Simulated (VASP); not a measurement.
Set up this calculation in VASP 6.6.1, as the native input.

- Task: band structure
- Functional: PBE
- Potentials or basis: VASP PAW PBE potentials, release 64 (K_sv, Al)
- Cutoff: 520 eV
- k mesh: 7 × 7 × 7
- Occupations: fermi-dirac, width 0.05 eV
- Spin: no spin polarisation
- Further INCAR settings: ALGO = Normal; EDIFF = 1e-06

The structure of KAl lies in POSCAR:

```
KAl
1.0
    4.1269100000      0.0000000000      0.0000000000
    0.0000000000      4.1269100000      0.0000000000
    0.0000000000      0.0000000000      4.1269100000
K Al
1 1
Direct
    0.5000000000      0.5000000000      0.5000000000
    0.0000000000      0.0000000000      0.0000000000
```

The cell was built by a generator and needn't be a form met in nature.

These files were run (other wordings do the same):

INCAR

```
SYSTEM = KAl
ALGO = Normal
EDIFF = 1E-6
ENCUT = 520
GGA = PE
ISIF = 2
ISMEAR = -1
LASPH = .True.
LCHARG = .False.
LREAL = .False.
LWAVE = .False.
NELM = 100
PREC = Accurate
SIGMA = 0.05
```

KPOINTS

```
k-points
0
Gamma
  7 7 7
  0 0 0
```

KPOINTS_OPT

```
path GXMGRX,MR
15
line-mode
reciprocal
 0.0000000000  0.0000000000  0.0000000000  G
 0.0000000000  0.5000000000  0.0000000000  X

 0.0000000000  0.5000000000  0.0000000000  X
 0.5000000000  0.5000000000  0.0000000000  M

 0.5000000000  0.5000000000  0.0000000000  M
 0.0000000000  0.0000000000  0.0000000000  G

 0.0000000000  0.0000000000  0.0000000000  G
 0.5000000000  0.5000000000  0.5000000000  R

 0.5000000000  0.5000000000  0.5000000000  R
 0.0000000000  0.5000000000  0.0000000000  X

 0.5000000000  0.5000000000  0.0000000000  M
 0.5000000000  0.5000000000  0.5000000000  R
```

Potentials or basis: VASP PAW PBE potentials, release 64 (K_sv, Al).

The run is started by

```console
$ cat potpaw_PBE.64/K_sv/POTCAR potpaw_PBE.64/Al/POTCAR > POTCAR
$ mpirun -np 1 vasp_std > vasp.out
```

It gave:

* Pressure: 0.0 GPa
* Band gap along the path: none (metal or under the smearing width)

Run time: 17 s on 1 thread of Intel(R) Xeon(R) Platinum 8559C (Emerald Rapids), on a shared host, peak memory 0.18 GiB.
